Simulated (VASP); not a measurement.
Level of theory: PBE GGA, VASP's PBE PAW potentials (set 64) (plane waves; VASP).

VASP ran on this input.

### POSCAR
```
Pb31Te32
1.0
 13.1200611128   0.0000000000   0.0000000000
  0.0000000000  13.1200611128   0.0000000000
  0.0000000000   0.0000000000  13.1200611128
Te Pb
32 31
Cartesian
  9.8400458346   3.2800152782   3.2800152782
  0.0000000000   6.5600305564   3.2800152782
  0.0000000000   3.2800152782   6.5600305564
  3.2800152782   3.2800152782   3.2800152782
  6.5600305564   6.5600305564   3.2800152782
  9.8400458346   9.8400458346   3.2800152782
  0.0000000000   0.0000000000   3.2800152782
  6.5600305564   3.2800152782   6.5600305564
  9.8400458346   6.5600305564   6.5600305564
  0.0000000000   9.8400458346   6.5600305564
  9.8400458346   3.2800152782   9.8400458346
  0.0000000000   6.5600305564   9.8400458346
  0.0000000000   3.2800152782   0.0000000000
  3.2800152782   9.8400458346   3.2800152782
  6.5600305564   0.0000000000   3.2800152782
  3.2800152782   6.5600305564   6.5600305564
  6.5600305564   9.8400458346   6.5600305564
  9.8400458346   0.0000000000   6.5600305564
  3.2800152782   3.2800152782   9.8400458346
  6.5600305564   6.5600305564   9.8400458346
  9.8400458346   9.8400458346   9.8400458346
  0.0000000000   0.0000000000   9.8400458346
  6.5600305564   3.2800152782   0.0000000000
  9.8400458346   6.5600305564   0.0000000000
  0.0000000000   9.8400458346   0.0000000000
  3.2800152782   0.0000000000   6.5600305564
  3.2800152782   9.8400458346   9.8400458346
  6.5600305564   0.0000000000   9.8400458346
  3.2800152782   6.5600305564   0.0000000000
  6.5600305564   9.8400458346   0.0000000000
  9.8400458346   0.0000000000   0.0000000000
  3.2800152782   0.0000000000   0.0000000000
  6.5600305564   0.0000000000   0.0000000000
  9.8400458346   3.2800152782   0.0000000000
  9.8400458346   0.0000000000   3.2800152782
  0.0000000000   0.0000000000   0.0000000000
  3.2800152782   3.2800152782   0.0000000000
  6.5600305564   6.5600305564   0.0000000000
  9.8400458346   9.8400458346   0.0000000000
  3.2800152782   0.0000000000   3.2800152782
  6.5600305564   3.2800152782   3.2800152782
  9.8400458346   6.5600305564   3.2800152782
  6.5600305564   0.0000000000   6.5600305564
  9.8400458346   3.2800152782   6.5600305564
  9.8400458346   0.0000000000   9.8400458346
  0.0000000000   6.5600305564   0.0000000000
  3.2800152782   9.8400458346   0.0000000000
  0.0000000000   3.2800152782   3.2800152782
  3.2800152782   6.5600305564   3.2800152782
  6.5600305564   9.8400458346   3.2800152782
  0.0000000000   0.0000000000   6.5600305564
  3.2800152782   3.2800152782   6.5600305564
  9.8400458346   9.8400458346   6.5600305564
  3.2800152782   0.0000000000   9.8400458346
  6.5600305564   3.2800152782   9.8400458346
  9.8400458346   6.5600305564   9.8400458346
  0.0000000000   9.8400458346   3.2800152782
  0.0000000000   6.5600305564   6.5600305564
  3.2800152782   9.8400458346   6.5600305564
  0.0000000000   3.2800152782   9.8400458346
  3.2800152782   6.5600305564   9.8400458346
  6.5600305564   9.8400458346   9.8400458346
  0.0000000000   9.8400458346   9.8400458346
```

### KPOINTS
```
Automatic mesh
0
Gamma
1 1 1
0 0 0
```

**INCAR**
```
SYSTEM = Pb31Te32
PREC = Normal
ENCUT = 400
EDIFF = 1E-5
NELM = 100
ALGO = Fast
LREAL = Auto
LASPH = .TRUE.
ISMEAR = 0
SIGMA = 0.05
GGA = PE
LMAXMIX = 4
LWAVE = .FALSE.
LCHARG = .FALSE.
NELMIN = 4
ISYM = 0
NELECT = 317.0
ISPIN = 2
NUPDOWN = 1
MAGMOM = 63*0.0159
LORBIT = 10
IBRION = 2
ISIF = 2
NSW = 60
EDIFFG = -0.03
```

POTCAR, in this order: Te Pb (PBE.64 set). Program: vasp_gam.

Output of the run:

File OSZICAR:
```
...
RMM:  13    -0.214980811719E+03   -0.26374E-03   -0.77040E-03   879   0.873E-02    0.213E-01
RMM:  14    -0.214980959211E+03   -0.14749E-03   -0.16947E-03   959   0.482E-02    0.969E-02
RMM:  15    -0.214980977760E+03   -0.18550E-04   -0.33043E-04   874   0.228E-02    0.369E-02
RMM:  16    -0.214980980515E+03   -0.27548E-05   -0.79352E-05   662   0.111E-02
   1 F= -.21498098E+03 E0= -.21496045E+03  d E =-.214981E+03  mag=     1.0000
       N       E                     dE             d eps       ncg     rms          rms(c)
DAV:   1    -0.215035232444E+03   -0.54255E-01   -0.99619E-01   888   0.155E+00    0.436E-01
RMM:   2    -0.215039102640E+03   -0.38702E-02   -0.61119E-02   788   0.375E-01    0.175E-01
RMM:   3    -0.215040050341E+03   -0.94770E-03   -0.11300E-02   845   0.150E-01    0.166E-01
RMM:   4    -0.215040157564E+03   -0.10722E-03   -0.18614E-03   880   0.610E-02    0.984E-02
RMM:   5    -0.215040143008E+03    0.14556E-04   -0.37744E-04   804   0.311E-02    0.363E-02
RMM:   6    -0.215040152492E+03   -0.94832E-05   -0.13599E-04   783   0.164E-02    0.237E-02
RMM:   7    -0.215040154962E+03   -0.24704E-05   -0.27685E-05   497   0.737E-03
   2 F= -.21504015E+03 E0= -.21502010E+03  d E =-.591744E-01  mag=     1.0000
       N       E                     dE             d eps       ncg     rms          rms(c)
DAV:   1    -0.215130254554E+03   -0.90102E-01   -0.90119E+00   792   0.466E+00    0.139E+00
RMM:   2    -0.215160969230E+03   -0.30715E-01   -0.51555E-01   785   0.112E+00    0.480E-01
RMM:   3    -0.215168511829E+03   -0.75426E-02   -0.94765E-02   843   0.448E-01    0.503E-01
RMM:   4    -0.215169419443E+03   -0.90761E-03   -0.15542E-02   871   0.180E-01    0.293E-01
RMM:   5    -0.215169247214E+03    0.17223E-03   -0.32483E-03   798   0.939E-02    0.102E-01
RMM:   6    -0.215169326460E+03   -0.79246E-04   -0.12841E-03   874   0.502E-02    0.713E-02
RMM:   7    -0.215169351166E+03   -0.24706E-04   -0.31765E-04   896   0.216E-02    0.463E-02
RMM:   8    -0.215169365066E+03   -0.13900E-04   -0.59557E-05   593   0.108E-02    0.163E-02
RMM:   9    -0.215169369788E+03   -0.47216E-05   -0.19877E-05   466   0.588E-03
   3 F= -.21516937E+03 E0= -.21514944E+03  d E =-.188389E+00  mag=     1.0000
       N       E                     dE             d eps       ncg     rms          rms(c)
DAV:   1    -0.215053459072E+03    0.11591E+00   -0.35873E+01   764   0.935E+00    0.305E+00
RMM:   2    -0.215186198790E+03   -0.13274E+00   -0.20738E+00   782   0.224E+00    0.122E+00
RMM:   3    -0.215216790174E+03   -0.30591E-01   -0.37419E-01   839   0.901E-01    0.114E+00
RMM:   4    -0.215219819870E+03   -0.30297E-02   -0.62153E-02   875   0.368E-01    0.656E-01
RMM:   5    -0.215218625436E+03    0.11944E-02   -0.12341E-02   805   0.184E-01    0.258E-01
RMM:   6    -0.215218653011E+03   -0.27575E-04   -0.51653E-03   842   0.105E-01    0.155E-01
RMM:   7    -0.215218790806E+03   -0.13779E-03   -0.13836E-03   936   0.465E-02    0.841E-02
RMM:   8    -0.215218850205E+03   -0.59400E-04   -0.28071E-04   827   0.233E-02    0.297E-02
RMM:   9    -0.215218868443E+03   -0.18238E-04   -0.96217E-05   695   0.128E-02    0.146E-02
RMM:  10    -0.215218870318E+03   -0.18747E-05   -0.18365E-05   463   0.638E-03
   4 F= -.21521887E+03 E0= -.21519701E+03  d E =-.237890E+00  mag=     1.0000
       N       E                     dE             d eps       ncg     rms          rms(c)
DAV:   1    -0.215210031090E+03    0.88374E-02   -0.41742E+00   796   0.320E+00    0.109E+00
RMM:   2    -0.215226437063E+03   -0.16406E-01   -0.24288E-01   780   0.771E-01    0.436E-01
RMM:   3    -0.215229669966E+03   -0.32329E-02   -0.42173E-02   835   0.309E-01    0.362E-01
RMM:   4    -0.215230071520E+03   -0.40155E-03   -0.76351E-03   866   0.127E-01    0.245E-01
RMM:   5    -0.215229904593E+03    0.16693E-03   -0.14884E-03   789   0.654E-02    0.924E-02
RMM:   6    -0.215229918681E+03   -0.14088E-04   -0.62259E-04   824   0.372E-02    0.445E-02
RMM:   7    -0.215229933881E+03   -0.15200E-04   -0.16878E-04   819   0.165E-02    0.297E-02
RMM:   8    -0.215229937632E+03   -0.37516E-05   -0.24476E-05   472   0.761E-03
   5 F= -.21522994E+03 E0= -.21520754E+03  d E =-.248957E+00  mag=     1.0000
       N       E                     dE             d eps       ncg     rms          rms(c)
DAV:   1    -0.215229690673E+03    0.24321E-03   -0.11909E-01   888   0.540E-01    0.177E-01
RMM:   2    -0.215230164151E+03   -0.47348E-03   -0.70401E-03   776   0.130E-01    0.704E-02
RMM:   3    -0.215230262113E+03   -0.97962E-04   -0.12345E-03   829   0.524E-02    0.604E-02
RMM:   4    -0.215230273837E+03   -0.11724E-04   -0.21048E-04   810   0.215E-02    0.381E-02
RMM:   5    -0.215230271789E+03    0.20480E-05   -0.41389E-05   542   0.109E-02
   6 F= -.21523027E+03 E0= -.21520781E+03  d E =-.249291E+00  mag=     1.0000
       N       E                     dE             d eps       ncg     rms          rms(c)
DAV:   1    -0.215247731824E+03   -0.17458E-01   -0.13979E+00   778   0.182E+00    0.659E-01
RMM:   2    -0.215254619133E+03   -0.68873E-02   -0.89112E-02   770   0.457E-01    0.241E-01
RMM:   3    -0.215255970610E+03   -0.13515E-02   -0.15248E-02   842   0.182E-01    0.202E-01
RMM:   4    -0.215256034256E+03   -0.63646E-04   -0.23078E-03   837   0.735E-02    0.125E-01
RMM:   5    -0.215256001139E+03    0.33117E-04   -0.52929E-04   790   0.371E-02    0.605E-02
RMM:   6    -0.215256013893E+03   -0.12754E-04   -0.19907E-04   855   0.198E-02    0.310E-02
RMM:   7    -0.215256015764E+03   -0.18705E-05   -0.31121E-05   501   0.830E-03
   7 F= -.21525602E+03 E0= -.21523355E+03  d E =-.257440E-01  mag=     1.0000
       N       E                     dE             d eps       ncg     rms          rms(c)
DAV:   1    -0.215260949626E+03   -0.49357E-02   -0.90381E-01   764   0.146E+00    0.540E-01
RMM:   2    -0.215265486797E+03   -0.45372E-02   -0.57975E-02   770   0.368E-01    0.201E-01
RMM:   3    -0.215266371089E+03   -0.88429E-03   -0.98562E-03   842   0.147E-01    0.164E-01
RMM:   4    -0.215266412613E+03   -0.41524E-04   -0.15081E-03   834   0.595E-02    0.986E-02
RMM:   5    -0.215266396424E+03    0.16189E-04   -0.33714E-04   793   0.296E-02    0.510E-02
RMM:   6    -0.215266404742E+03   -0.83180E-05   -0.12628E-04   771   0.159E-02    0.259E-02
RMM:   7    -0.215266406817E+03   -0.20749E-05   -0.18930E-05   469   0.682E-03
   8 F= -.21526641E+03 E0= -.21524401E+03  d E =-.361350E-01  mag=     1.0000
       N       E                     dE             d eps       ncg     rms          rms(c)
DAV:   1    -0.215243217447E+03    0.23187E-01   -0.36115E+00   764   0.292E+00    0.111E+00
RMM:   2    -0.215261497706E+03   -0.18280E-01   -0.23065E-01   770   0.732E-01    0.443E-01
RMM:   3    -0.215264897257E+03   -0.33996E-02   -0.38031E-02   839   0.291E-01    0.334E-01
RMM:   4    -0.215265045477E+03   -0.14822E-03   -0.60183E-03   839   0.119E-01    0.180E-01
RMM:   5    -0.215265031439E+03    0.14037E-04   -0.12606E-03   836   0.561E-02    0.118E-01
RMM:   6    -0.215265044424E+03   -0.12985E-04   -0.37158E-04   885   0.280E-02    0.623E-02
RMM:   7    -0.215265051812E+03   -0.73874E-05   -0.75913E-05   665   0.141E-02
   9 F= -.21526505E+03 E0= -.21524310E+03  d E =-.347800E-01  mag=     1.0000
       N       E                     dE             d eps       ncg     rms          rms(c)
DAV:   1    -0.215263269248E+03    0.17752E-02   -0.10632E+00   764   0.158E+00    0.608E-01
RMM:   2    -0.215268627744E+03   -0.53585E-02   -0.66881E-02   770   0.396E-01    0.243E-01
RMM:   3    -0.215269577772E+03   -0.95003E-03   -0.10840E-02   840   0.157E-01    0.180E-01
RMM:   4    -0.215269623122E+03   -0.45350E-04   -0.17156E-03   841   0.636E-02    0.110E-01
RMM:   5    -0.215269594940E+03    0.28182E-04   -0.37448E-04   796   0.313E-02    0.540E-02
RMM:   6    -0.215269598187E+03   -0.32475E-05   -0.13260E-04   788   0.167E-02    0.275E-02
RMM:   7    -0.215269598020E+03    0.16711E-06   -0.24295E-05   479   0.731E-03
  10 F= -.21526960E+03 E0= -.21524734E+03  d E =-.393262E-01  mag=     1.0000
```

File OUTCAR:
```
------------------------ aborting loop because EDIFF is reached ----------------------------------------
  FORCE on cell =-STRESS in cart. coord.  units (eV):
  Direction    XX          YY          ZZ          XY          YZ          ZX
  --------------------------------------------------------------------------------------
  Total       29.2130452     29.2134975     29.2131569      0.0000649      0.0004214     -0.0001618
  in kB       20.7242985     20.7246194     20.7243778      0.0000460      0.0002989     -0.0001148
  external PRESSURE =      20.7244319 kB  Pullay stress =       0.0000000 kB
  volume of cell :     2258.43
      direct lattice vectors                 reciprocal lattice vectors
    13.120061113  0.000000000  0.000000000     0.076219157  0.000000000  0.000000000
     0.000000000 13.120061113  0.000000000     0.000000000  0.076219157  0.000000000
     0.000000000  0.000000000 13.120061113     0.000000000  0.000000000  0.076219157
  FREE ENERGIE OF THE ION-ELECTRON SYSTEM (eV)
  ---------------------------------------------------
  free  energy   TOTEN  =      -215.2695980204 eV

  energy  without entropy=     -215.2250827763  energy(sigma->0) =     -215.24734040

 total charge

# of ion       s       p       d       tot
------------------------------------------
    1        1.356   2.040   0.013   3.410
    2        1.357   2.038   0.013   3.408
    3        1.357   2.038   0.013   3.408
    4        1.356   2.040   0.013   3.410
    5        1.360   2.031   0.014   3.406
    6        1.356   2.040   0.013   3.410
    7        1.359   2.035   0.012   3.405
    8        1.360   2.031   0.014   3.406
    9        1.360   2.031   0.014   3.406
   10        1.357   2.038   0.013   3.408
   11        1.356   2.040   0.013   3.410
   12        1.357   2.038   0.013   3.408
   13        1.359   2.035   0.012   3.405
   14        1.356   2.040   0.013   3.410
   15        1.357   2.038   0.013   3.408
   16        1.360   2.031   0.014   3.406
   17        1.360   2.031   0.014   3.406
   18        1.357   2.038   0.013   3.408
   19        1.356   2.040   0.013   3.410
   20        1.360   2.031   0.014   3.406
   21        1.356   2.040   0.013   3.410
   22        1.359   2.035   0.012   3.405
   23        1.357   2.038   0.013   3.408
   24        1.357   2.038   0.013   3.408
   25        1.359   2.035   0.012   3.405
   26        1.357   2.038   0.013   3.408
   27        1.356   2.040   0.013   3.410
   28        1.357   2.038   0.013   3.408
   29        1.357   2.038   0.013   3.408
   30        1.357   2.038   0.013   3.408
   31        1.359   2.035   0.012   3.405
   32        1.359   2.035   0.012   3.405
   33        1.799   0.953   0.123   2.876
   34        1.805   0.916   0.117   2.838
   35        1.805   0.916   0.117   2.838
   36        1.796   0.949   0.121   2.867
   37        1.805   0.916   0.117   2.838
   38        1.798   0.981   0.119   2.898
   39        1.805   0.916   0.117   2.838
   40        1.805   0.916   0.117   2.838
   41        1.802   0.920   0.116   2.839
   42        1.802   0.920   0.116   2.839
   43        1.798   0.981   0.119   2.898
   44        1.802   0.920   0.116   2.839
   45        1.805   0.916   0.117   2.838
   46        1.799   0.953   0.123   2.876
   47        1.805   0.916   0.117   2.838
   48        1.805   0.916   0.117   2.838
   49        1.802   0.920   0.116   2.839
   50        1.802   0.920   0.116   2.839
   51        1.799   0.953   0.123   2.876
   52        1.802   0.920   0.116   2.839
   53        1.802   0.920   0.116   2.839
   54        1.805   0.916   0.117   2.838
   55        1.802   0.920   0.116   2.839
   56        1.802   0.920   0.116   2.839
   57        1.805   0.916   0.117   2.838
   58        1.798   0.981   0.119   2.898
   59        1.802   0.920   0.116   2.839
   60        1.805   0.916   0.117   2.838
   61        1.802   0.920   0.116   2.839
   62        1.802   0.920   0.116   2.839
   63        1.805   0.916   0.117   2.838
--------------------------------------------------
tot         99.316  93.969   4.059 197.344

 magnetization (x)

# of ion       s       p       d       tot
------------------------------------------
    1        0.000   0.009  -0.000   0.010
    2        0.000   0.013  -0.000   0.014
    3        0.000   0.013  -0.000   0.014
    4        0.000   0.009  -0.000   0.010
    5        0.000   0.008   0.000   0.008
    6        0.000   0.009  -0.000   0.010
    7        0.000   0.018  -0.000   0.019
    8        0.000   0.008   0.000   0.008
    9        0.000   0.008   0.000   0.008
   10        0.000   0.013  -0.000   0.014
   11        0.000   0.009  -0.000   0.010
   12        0.000   0.013  -0.000   0.014
   13        0.000   0.018  -0.000   0.019
   14        0.000   0.009  -0.000   0.010
   15        0.000   0.013  -0.000   0.014
   16        0.000   0.008   0.000   0.008
   17        0.000   0.008   0.000   0.008
   18        0.000   0.013  -0.000   0.014
...
```
(Selected blocks of OUTCAR.)

File CONTCAR:
```
Pb31Te32
   1.00000000000000
    13.1200611128000002    0.0000000000000000    0.0000000000000000
     0.0000000000000000   13.1200611128000002    0.0000000000000000
     0.0000000000000000    0.0000000000000000   13.1200611128000002
  Te              Pb
    32    31
Direct
     0.7501173697721083    0.2498839645127361    0.2498812772736227
     0.0000024410579813    0.4999996855634933    0.2458415141265099
     0.9999984749407408    0.2458439499074369    0.4999989143498156
     0.2498832983669498    0.2498826101697612    0.2498812165053005
     0.5000009098991935    0.4999998994359397    0.2398298882655202
     0.7501170201409098    0.7501181890411516    0.2498820388494471
     0.9999999590399733    0.9999996960977470    0.2481315758819514
     0.4999997314540303    0.2398315183365509    0.4999975268510172
     0.7601695960467632    0.5000003935507377    0.4999982750469606
     0.9999976079991180    0.7541572618740859    0.4999994694815855
     0.7501176898028348    0.2498853727458200    0.7501158759849929
     0.0000006103097999    0.5000022562342106    0.7541541787611833
     0.9999978989694509    0.2481333038545584    0.9999996022843832
     0.2498834262008950    0.7501164563019487    0.2498833674210456
     0.4999999772115603    0.0000010212071380    0.2458435291078122
     0.2398306022519291    0.4999996624220950    0.4999983995445925
     0.4999997329511585    0.7601705799524300    0.5000008035296106
     0.7541567824764314    0.9999997457610369    0.4999978967240459
     0.2498832834412599    0.2498837779145726    0.7501150807233764
     0.5000008824560732    0.5000024268999366    0.7601690721056497
     0.7501172129343266    0.7501194625216162    0.7501155501551138
     0.9999984751985226    0.0000017835075250    0.7518663746939920
     0.4999989567793621    0.2458455819012232    0.9999962195976464
     0.7541581960171724    0.5000025745887721    0.9999941277248641
     0.0000024360242173    0.7518691564897301    0.9999989770045477
     0.2458420474020064    0.9999959188721936    0.4999984385749413
     0.2498830683841313    0.7501183437827735    0.7501174332894978
     0.4999989469979731    0.0000037961481604    0.7541567861546371
     0.2458432734725063    0.4999999188309974    0.9999961127383584
     0.5000022660262976    0.7541574192053543    0.0000018528666226
     0.7518670821021765    0.0000032892086620    0.9999972642293355
     0.2481322329506951    0.9999993359479560    0.9999978092535440
     0.5000036539794847    0.0000019746207900    0.0000012703273900
     0.7470256791470750    0.2529716921146411    0.0000018112965774
     0.7470253657623454    0.9999973514816480    0.2529775670336922
     0.0000018833322620    0.0000016799910092    0.9999988363261634
     0.2529777285129884    0.2529765223674779    0.0000026582247539
     0.4999959743248714    0.4999982963219898    0.9999989471002926
     0.7470178707889796    0.7470165321526503    0.0000033819427554
     0.2529775126564996    0.9999986027468425    0.2529794330133400
     0.4999988843111255    0.2552402635334362    0.2552503662186442
     0.7447533959376261    0.4999999431821763    0.2552527368471715
     0.5000029036926269    0.0000031025283607    0.4999977171025649
     0.7447534407414274    0.2552481354814625    0.4999996465061321
     0.7470267017270877    0.9999963392360541    0.7470259324093573
     0.0000007187128172    0.4999992098818750    0.0000011743126294
     0.2529747719646509    0.7470281374662930    0.9999959769927904
     0.0000006745341378    0.2529801358582038    0.2529781110465870
     0.2552432040577198    0.4999978475245814    0.2552527238043591
     0.4999949979266726    0.7447486187327831    0.2552445654013006
     0.9999996436781347    0.9999983241146693    0.4999991611895320
     0.2552364190733766    0.2552498855439410    0.5000018879964121
     0.7447609176970279    0.7447552622898265    0.5000002377215595
     0.2529804978986028    0.9999973902898258    0.7470258384909045
     0.5000001514379553    0.2552399707007985    0.7447568659376329
     0.7447524566269408    0.4999988387098178    0.7447630960327235
     0.9999996697293992    0.7470257184573774    0.2529763638541911
     0.0000010003635357    0.4999984734947145    0.5000030910937018
     0.2552483062938772    0.7447593965242020    0.4999976613261660
     0.9999982291555509    0.2529752732271885    0.7470211628294979
     0.2552460228343285    0.4999984919416188    0.7447594140730071
     0.5000002878285321    0.7447487522154527    0.7447525749056674
     0.9999995461937921    0.7470214844799413    0.7470233395409788
```

The cell is charged, with a uniform compensating background. The supercell is sampled at Γ alone, which is coarse: total energies, pressure and levels can be off, energies of defects by several tenths of an eV.

The cell is a supercell with a defect, built from PbTe (rock salt): vac_Pb, charge -1.
